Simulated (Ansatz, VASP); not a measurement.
# Cross-check of Ru (Ru(112) slab (three-index Miller notation)) between VASP and Ansatz

One calculation is typed for both programs; each brings its own data sets. How far apart do they land? The cell is taken from a series of runs on this material, whose earlier steps may have relaxed, scaled, displaced or heated it; both programs get it as it stands.

Main program and level: Ansatz 0.2.0; plane waves, with VASP 6.6.1 beside it; PBEsol.

## Step 1: Starting point

The cell holds 22 atoms: 22 Ru. Cell: a = 4.703 Å, b = 6.914 Å, c = 26.463 Å, α = 90.0°, β = 90.0°, γ = 132.9°. It derives from Ru. Slab of Ru cut on (1 1 2), 11.5 A thick, 1 x 1 surface cells, both faces free; (so at first; earlier steps may have moved the atoms). Lattice constants are starting values near those of PBE. Vacuum lies along c.

## Step 2: VASP: single point, PBEsol

With cell and atoms fixed, the geometry can't cause a difference; cores, projectors, grids and the points listed under the comparison can.

Lines of VASP's logs that name or quote its potential files are left out, and so is its time.

Contents of INCAR:

```
SYSTEM = Ru
PREC = Accurate
ENCUT = 400
EDIFF = 1E-06
NELM = 120
ISMEAR = -1
SIGMA = 0.1
LREAL = .FALSE.
ALGO = Normal
GGA = PS
NBANDS = 190
LASPH = .TRUE.
LORBIT = 11
LWAVE = .FALSE.
LCHARG = .FALSE.
ISIF = 2
GGA_COMPAT = .FALSE.
KPAR = 4
```

Contents of POSCAR:

```
Ru
1.0
    4.7025200000      0.0000000000      0.0000000000
   -4.7025200000      5.0684900000      0.0000000000
    0.0000000000      0.0000000000     26.4631700000
Ru
22
Direct
    0.2820600000      0.2872700000      0.2877600000
    0.6261900000      0.7871900000      0.2877800000
    0.9253500000      0.4283900000      0.3252500000
    0.2652000000      0.9284150000      0.3252500000
    0.5791300000      0.5753200000      0.3697900000
    0.9052500000      0.0754500000      0.3697400000
    0.2130800000      0.7144100000      0.4124500000
    0.5495200000      0.2144800000      0.4124000000
    0.8624300000      0.8621700000      0.4567700000
    0.1953000000      0.3621400000      0.4567700000
    0.5038200000      0.0042000000      0.5000000000
    0.8380500000      0.5043400000      0.5000000000
    0.1465700000      0.1464000000      0.5432300000
    0.4794400000      0.6463700000      0.5432300000
    0.7923500000      0.2940600000      0.5876000000
    0.1287900000      0.7941300000      0.5875500000
    0.4366200000      0.4330900000      0.6302600000
    0.7627400000      0.9332200000      0.6302100000
    0.0766700000      0.5801250000      0.6747500000
    0.4165200000      0.0801500000      0.6747500000
    0.7156800000      0.7213500000      0.7122200000
    0.0598100000      0.2212700000      0.7122400000
```

Contents of KPOINTS:

```
Automatic mesh
0
Gamma
10 7 1
0 0 0
```

Potentials, in the order of the species: Ru_pv (PBE family, release 64).

Command:

```console
$ mpirun -np 4 vasp_std
```

Numbers of over 12 decimals in the logs are rounded to 6 here.

Output:

```text
[banner, memory and clock lines left out]
running    4 mpi-ranks, on    1 nodes
 distrk:  each k-point on    1 cores,    4 groups
 distr:  one band on    1 cores,    1 groups

 POSCAR found type information on POSCAR Ru
 POSCAR found :  1 types and      22 ions
|                                                                             |
|               ----> ADVICE to this user running VASP <----                  |
|                                                                             |
|     You have a (more or less) 'large supercell' and for larger cells it     |
|     might be more efficient to use real-space projection operators.         |
|     Therefore, try LREAL= Auto in the INCAR file.                           |
|     Mind: For very accurate calculation, you might also keep the            |
|     reciprocal projection scheme (i.e. LREAL=.FALSE.).                      |
|                                                                             |

|                                                                             |
|               ----> ADVICE to this user running VASP <----                  |
|                                                                             |
|     You enforced a specific xc type in the INCAR file but a different       |
|     [... a line on the potential file left out ...]
|     I HOPE YOU KNOW WHAT YOU ARE DOING!                                     |
|                                                                             |

 LDA part: xc-table for (Slater+PW92), standard interpolation
|                                                                             |
|           W    W    AA    RRRRR   N    N  II  N    N   GGGG   !!!           |
|           W    W   A  A   R    R  NN   N  II  NN   N  G    G  !!!           |
|           W    W  A    A  R    R  N N  N  II  N N  N  G       !!!           |
|           W WW W  AAAAAA  RRRRR   N  N N  II  N  N N  G  GGG   !            |
|           WW  WW  A    A  R   R   N   NN  II  N   NN  G    G                |
|           W    W  A    A  R    R  N    N  II  N    N   GGGG   !!!           |
|                                                                             |
|     Your reciprocal lattice and k-lattice belong to different lattice       |
|     classes:                                                                |
|                                                                             |
|        The reciprocal lattice is simple orthorhombic,                       |
|        whereas your k-lattice is simple monoclinic.                         |
|                                                                             |
|     Results are often still useful ...                                      |
|                                                                             |

 POSCAR, INCAR and KPOINTS ok, starting setup
 FFT: planning ... GRIDC
 FFT: planning ... GRID_SOFT
 FFT: planning ... GRID
 WAVECAR not read
 entering main loop
       N       E                     dE             d eps       ncg     rms          rms(c)
DAV:   1     0.307044902878E+04    0.30704E+04   -0.17413E+05 17376   0.133E+03
DAV:   2    -0.116779021838E+03   -0.31872E+04   -0.30583E+04 14658   0.448E+02
DAV:   3    -0.227095502099E+03   -0.11032E+03   -0.10372E+03 16784   0.804E+01
DAV:   4    -0.230733242384E+03   -0.36377E+01   -0.35901E+01 16184   0.120E+01
DAV:   5    -0.230923570670E+03   -0.19033E+00   -0.19022E+00 18470   0.230E+00    0.590E+01
DAV:   6    -0.231715500809E+03   -0.79193E+00   -0.68431E+01 15220   0.353E+01    0.385E+01
DAV:   7    -0.391613246836E+03   -0.15990E+03   -0.15523E+02 16628   0.926E+01    0.109E+02
DAV:   8    -0.235821663264E+03    0.15579E+03   -0.89176E+01 16300   0.309E+01    0.421E+01
DAV:   9    -0.220353528422E+03    0.15468E+02   -0.54955E+01 15816   0.314E+01    0.256E+01
DAV:  10    -0.214227118743E+03    0.61264E+01   -0.17821E+01 15632   0.146E+01    0.105E+01
DAV:  11    -0.213300465741E+03    0.92665E+00   -0.22331E+00 15708   0.865E+00    0.706E+00
DAV:  12    -0.213193891278E+03    0.10657E+00   -0.42079E-01 15902   0.356E+00    0.644E+00
DAV:  13    -0.213151790487E+03    0.42101E-01   -0.12074E-01 15036   0.182E+00    0.519E+00
DAV:  14    -0.213124183930E+03    0.27607E-01   -0.70831E-02 14870   0.169E+00    0.404E+00
[...]
DAV:  28    -0.213063507262E+03   -0.71744E-04   -0.96405E-06 11486   0.113E-02    0.447E-03
DAV:  29    -0.213063543715E+03   -0.36453E-04   -0.39884E-06 11426   0.851E-03    0.648E-03
DAV:  30    -0.213063574436E+03   -0.30721E-04   -0.29311E-06 10592   0.674E-03    0.742E-03
DAV:  31    -0.213063627941E+03   -0.53505E-04   -0.15216E-06 10078   0.371E-03    0.490E-03
DAV:  32    -0.213063660454E+03   -0.32514E-04   -0.11622E-06  9992   0.239E-03    0.213E-03
DAV:  33    -0.213063676612E+03   -0.16158E-04   -0.62297E-07  9518   0.130E-03    0.515E-04
DAV:  34    -0.213063679160E+03   -0.25482E-05   -0.10478E-07  8026   0.567E-04    0.207E-04
DAV:  35    -0.213063679718E+03   -0.55788E-06   -0.49489E-08  7494   0.335E-04
   1 F= -.21306368E+03 E0= -.21266702E+03  d E =-.793325E+00
```

OUTCAR, selected parts (step 2):

```text
ion  position               nearest neighbor table
   1  0.282  0.287  0.288-   6 2.54   5 2.62   4 2.62   2 2.64   2 2.64   3 2.64   3 2.66
   2  0.626  0.787  0.288-   5 2.54   6 2.62   3 2.62   1 2.64   1 2.64   4 2.64   4 2.66
   3  0.925  0.428  0.325-   2 2.62   1 2.64   4 2.64   4 2.64   6 2.65   1 2.66   8 2.66   5 2.71
                             7 2.73   5 2.76
   4  0.265  0.928  0.325-   1 2.62   2 2.64   3 2.64   3 2.64   5 2.65   2 2.66   7 2.66   6 2.70
                             8 2.72   6 2.76
   5  0.579  0.575  0.370-   2 2.54   1 2.62   8 2.65   4 2.65   6 2.66   6 2.66  10 2.67   7 2.68
                             3 2.71   9 2.72   7 2.72   3 2.76
   6  0.905  0.075  0.370-   1 2.54   2 2.62   3 2.65   7 2.66   5 2.66   5 2.66   9 2.67   8 2.68
                             4 2.70   8 2.72  10 2.72   4 2.76
   7  0.213  0.714  0.412-   8 2.65   8 2.65  10 2.65   6 2.66   4 2.66  12 2.67   5 2.68   5 2.72
                             3 2.73   9 2.73   9 2.74  11 2.74
   8  0.550  0.214  0.412-   7 2.65   7 2.65   5 2.65   9 2.65   3 2.66  11 2.67   6 2.68   6 2.72
                             4 2.72  10 2.73  10 2.74  12 2.74
   9  0.862  0.862  0.457-  10 2.65  10 2.65   8 2.65  14 2.66  12 2.66   6 2.67  13 2.70  11 2.71
                            11 2.71   5 2.72   7 2.73   7 2.74
  10  0.195  0.362  0.457-   7 2.65   9 2.65   9 2.65  13 2.65  11 2.66   5 2.67  14 2.70  12 2.71
                            12 2.71   6 2.72   8 2.73   8 2.74
  11  0.504  0.004  0.500-  12 2.65  12 2.65  14 2.66  10 2.66  16 2.67   8 2.67   9 2.71  13 2.71
                            13 2.71   9 2.71   7 2.74  15 2.74
  12  0.838  0.504  0.500-  11 2.65  11 2.65   9 2.66  13 2.66   7 2.67  15 2.67  14 2.71  10 2.71
                            10 2.71  14 2.71  16 2.74   8 2.74
  13  0.147  0.146  0.543-  16 2.65  14 2.65  14 2.65  10 2.65  12 2.66  18 2.67   9 2.70  11 2.71
                            11 2.71  17 2.72  15 2.73  15 2.74
  14  0.479  0.646  0.543-  13 2.65  13 2.65  15 2.65   9 2.66  11 2.66  17 2.67  10 2.70  12 2.71
                            12 2.71  18 2.72  16 2.73  16 2.74
  15  0.792  0.294  0.588-  16 2.65  16 2.65  18 2.65  14 2.65  20 2.66  12 2.67  17 2.68  17 2.72
                            19 2.72  13 2.73  13 2.74  11 2.74
  16  0.129  0.794  0.588-  15 2.65  15 2.65  13 2.65  17 2.66  19 2.66  11 2.67  18 2.68  18 2.72
                            20 2.73  14 2.73  14 2.74  12 2.74
  17  0.437  0.433  0.630-  22 2.54  21 2.62  20 2.65  16 2.66  18 2.66  18 2.66  14 2.67  15 2.68
                            19 2.70  15 2.72  13 2.72  19 2.76
  18  0.763  0.933  0.630-  21 2.54  22 2.62  15 2.65  19 2.65  17 2.66  17 2.66  13 2.67  16 2.68
                            20 2.71  14 2.72  16 2.72  20 2.76
  19  0.077  0.580  0.675-  22 2.62  21 2.64  20 2.64  20 2.64  18 2.65  21 2.66  16 2.66  17 2.70
                            15 2.72  17 2.76
  20  0.417  0.080  0.675-  21 2.62  22 2.64  19 2.64  19 2.64  17 2.65  22 2.66  15 2.66  18 2.71
                            16 2.73  18 2.76
  21  0.716  0.721  0.712-  18 2.54  17 2.62  20 2.62  22 2.64  22 2.64  19 2.64  19 2.66
  22  0.060  0.221  0.712-  17 2.54  18 2.62  19 2.62  21 2.64  21 2.64  20 2.64  20 2.66

  LATTYP: Found a simple orthorhombic cell.
 ALAT       =     4.7025200000
 B/A-ratio  =     1.0778242304
 C/A-ratio  =     5.6274444340

 Subroutine GETGRP returns: Found  2 space group operations
 (whereof  1 operations were pure point group operations)

The static configuration has the point symmetry C_1 .
 The point group associated with its full space group is S_2 .

 Found     36 irreducible k-points:

   k-points           NKPTS =     36   k-points in BZ     NKDIM =     36   number of bands    NBANDS=    190

   dimension x,y,z NGX =    32 NGY =   48 NGZ =  180
   dimension x,y,z NGXF=    64 NGYF=   96 NGZF=  360

   ENCUT  =  400.0 eV  29.40 Ry    5.42 a.u.   7.67 11.27 43.15*2*pi/ulx,y,z

   NELECT =     308.0000    total number of electrons

 k-points in reciprocal lattice and weights: Automatic mesh
   0.00000000  0.00000000  0.00000000       0.014
   0.10000000  0.00000000  0.00000000       0.029
   0.20000000  0.00000000  0.00000000       0.029
   0.30000000  0.00000000  0.00000000       0.029
   0.40000000  0.00000000  0.00000000       0.029
   0.50000000  0.00000000  0.00000000       0.014
   0.00000000  0.14285714  0.00000000       0.029
   0.10000000  0.14285714  0.00000000       0.029
   0.20000000  0.14285714  0.00000000       0.029
[...]
-0.20000000  0.42857143  0.00000000       0.029
  -0.10000000  0.42857143  0.00000000       0.029

 average (electrostatic) potential at core
       1 -75.8322       2 -75.8322       3 -76.0828       4 -76.0822       5 -76.3713
       6 -76.3717       7 -76.3347       8 -76.3348       9 -76.2753      10 -76.2754
      11 -76.2865      12 -76.2865      13 -76.2754      14 -76.2753      15 -76.3348
      16 -76.3347      17 -76.3717      18 -76.3713      19 -76.0822      20 -76.0828
      21 -75.8322      22 -75.8322

 E-fermi :   3.5668

 k-point     1 :       0.0000    0.0000    0.0000
  band No.  band energies     occupation
    ...
    154       3.3451      1.80348
    155       3.3543      1.78669
    156       3.5009      1.31805
    157       3.5100      1.27654
    158       3.6394      0.65225
    159       3.6966      0.42908
    160       3.8353      0.12774
    161       3.8592      0.10191
    162       4.0885      0.01079
    163       4.1233      0.00763
    ...

 k-point     2 :       0.1000    0.0000    0.0000
  band No.  band energies     occupation
    ...
    154       3.3379      1.81584
    155       3.4787      1.41413
    156       3.6004      0.83373
    157       3.6098      0.78829
    158       3.6704      0.52398
    159       3.7104      0.38419
    160       3.8450      0.11665
    161       3.9053      0.06554
    162       4.0265      0.01995
    163       4.2233      0.00281
    ...

 k-point     3 :       0.2000    0.0000    0.0000
  band No.  band energies     occupation
    ...
    152       3.2875      1.88457
    153       3.3238      1.83818
    154       3.3529      1.78935
    155       3.5274      1.19435
    156       3.6706      0.52298
    157       3.7086      0.38995
    158       3.7902      0.19353
    159       3.8223      0.14417
    160       3.9041      0.06632
    161       4.0405      0.01738
    ...

  Total      -27.5834177    -26.8933337    -18.5384124      0.0201461      0.1939816      0.0564298
  in kB      -70.0660358    -68.3131185    -47.0903600      0.0511741      0.4927425      0.1433402
  external PRESSURE =     -61.8231714 kB  Pullay stress =       0.0000000 kB

  energy-cutoff  :      400.00
  volume of cell :      630.74
      direct lattice vectors                 reciprocal lattice vectors
     4.702520000  0.000000000  0.000000000     0.212651940  0.197297420  0.000000000
    -4.702520000  5.068490000  0.000000000     0.000000000  0.197297420  0.000000000
     0.000000000  0.000000000 26.463170000     0.000000000  0.000000000  0.037788368

 POSITION                                       TOTAL-FORCE (eV/Angst)
 -----------------------------------------------------------------------------------
     -0.02450      1.45603      7.61504        -0.035752     -0.018528      0.562956
     -0.75711      3.98986      7.61557         0.036359     -0.017255      0.560907
      2.33696      2.17129      8.60715         0.029546      0.016526      0.253690
     -3.11878      4.70566      8.60715        -0.035618      0.011080      0.258227
      0.01792      2.91600      9.78582        -0.003434      0.001047     -0.061818
      3.90215      0.38242      9.78449         0.006992     -0.011264     -0.046836
     -2.35751      3.62098     10.91473        -0.010746      0.002919     -0.006578
      1.57553      1.08709     10.91341         0.004421     -0.001898      0.010325
      0.00122      4.36990     12.08758         0.011585      0.007793      0.011737
     -0.78457      1.83550     12.08758        -0.012622      0.004103      0.017828
      2.34947      0.02129     13.23159        -0.001566      0.006931      0.001717
      1.56928      2.55624     13.23159         0.001566     -0.006931     -0.001717
      0.00080      0.74203     14.37559         0.012622     -0.004103     -0.017828
     -0.78499      3.27612     14.37559        -0.011585     -0.007793     -0.011737
      2.34322      1.49044     15.54976        -0.004421      0.001898     -0.010325
     -3.12877      4.02504     15.54844         0.010746     -0.002919      0.006578
      0.01660      2.19511     16.67868        -0.006992      0.011264      0.046836
     -0.80169      4.73002     16.67735         0.003434     -0.001047      0.061818
     -2.36751      2.94036     17.85602         0.035618     -0.011080     -0.258227
      1.58179      0.40624     17.85602        -0.029546     -0.016526     -0.253690
     -0.02666      3.65616     18.84760        -0.036359      0.017255     -0.560907
     -0.75927      1.12150     18.84813         0.035752      0.018528     -0.562956
 -----------------------------------------------------------------------------------
    total drift:                                0.000055      0.000014      0.000061

  FREE ENERGIE OF THE ION-ELECTRON SYSTEM (eV)
  ---------------------------------------------------
  free  energy   TOTEN  =      -213.0636797182 eV

  energy  without entropy=     -212.2703548088  energy(sigma->0) =     -212.66701726

 total charge
# of ion       s       p       d       tot
------------------------------------------
    1        0.385   6.174   6.001  12.561
    2        0.385   6.174   6.001  12.561
    3        0.392   6.259   5.936  12.587
    4        0.392   6.259   5.936  12.587
    5        0.407   6.318   5.941  12.666
    6        0.407   6.319   5.941  12.666
    7        0.396   6.308   5.927  12.631
    8        0.396   6.308   5.927  12.631
    9        0.399   6.312   5.932  12.643
   10        0.399   6.312   5.932  12.644
   11        0.398   6.310   5.926  12.634
   12        0.398   6.310   5.926  12.634
   13        0.399   6.312   5.932  12.644
   14        0.399   6.312   5.932  12.643
   15        0.396   6.308   5.927  12.631
   16        0.396   6.308   5.927  12.631
   17        0.407   6.319   5.941  12.666
   18        0.407   6.318   5.941  12.666
   19        0.392   6.259   5.936  12.587
   20        0.392   6.259   5.936  12.587
   21        0.385   6.174   6.001  12.561
   22        0.385   6.174   6.001  12.561
--------------------------------------------------
tot          8.714 138.110 130.802 277.626

[... 3 further parts left out ...]
```

[end of part 1 of 2]

[Lines on the potential files, build, host, timing and source positions are cut from VASP's logs without a mark.]

[Logs are printed without paths, hosts, clocks, repeated set-up lines and the standing remarks that a program may print on its own settings, such as how far it seeks lower states.]

[Hosts, paths, dates, database ids (printed as entryN), source tags and the programs' standing remarks are cut or masked in the printed files.]
